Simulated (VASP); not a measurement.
Write the native input for VASP 6.6.1 that does the following.

- Task: relaxation of the atoms
- Functional: PBE
- Potentials or basis: VASP PAW PBE potentials, release 64 (F, Zr_sv, I)
- Cutoff: 520 eV
- k mesh: 1 × 1 × 1
- Occupations: gaussian, width 0.01 eV
- Spin: no spin polarisation
- Further INCAR settings: ALGO = Fast; EDIFF = 1e-06; IBRION = 2; EDIFFG = -0.005; NSW = 60

The structure of F3ZrI lies in POSCAR:

```
ZrIF3
1.0
   12.0000000000      0.0000000000      0.0000000000
    0.0000000000     13.0000000000      0.0000000000
    0.0000000000      0.0000000000     12.0000000000
F Zr I
3 1 1
Direct
    0.4096390000      0.4297230000      0.6270030000
    0.6195350000      0.3837880000      0.4850950000
    0.3874350000      0.3639110000      0.3808860000
    0.4726870000      0.4408320000      0.4817210000
    0.4789330000      0.6405650000      0.4176220000
```

The cell isn't the ideal one: atoms moved at random, drawn with an rms of 0.02 Å.

The input as run:

INCAR

```
  PREC = Accurate
  ENCUT = 520
  EDIFF = 1E-6
  ISMEAR = 0
  SIGMA = 0.01
  LREAL = F
  LASPH = T
  NELM = 80
  ALGO = Fast
  ISIF = 2
  LWAVE = F
  LCHARG = F
  GGA = PE
  IBRION = 2
  NSW = 60
  EDIFFG = -0.005
```

KPOINTS

```
regular mesh
0
Gamma
  1 1 1
```

Potentials or basis: VASP PAW PBE potentials, release 64 (F, Zr_sv, I).

Command:

```sh
$ cat potpaw_PBE.64/F/POTCAR potpaw_PBE.64/Zr_sv/POTCAR potpaw_PBE.64/I/POTCAR > POTCAR
$ mpirun -np 1 vasp_gam > vasp.out
```

It gave:

The energy gained by relaxing is 3.2 meV/atom and the ionic steps are 28. The largest force after relaxing is 0.004 eV/Å and the gap between the frontier levels is 4.27 eV.

Caveat: spin-orbit coupling is left out, which moves the levels of the heavy elements.

Run time: 14 min on 1 thread of AMD EPYC 9R45 96-Core Processor (Zen 5), on a shared host, peak memory 1.6 GiB.
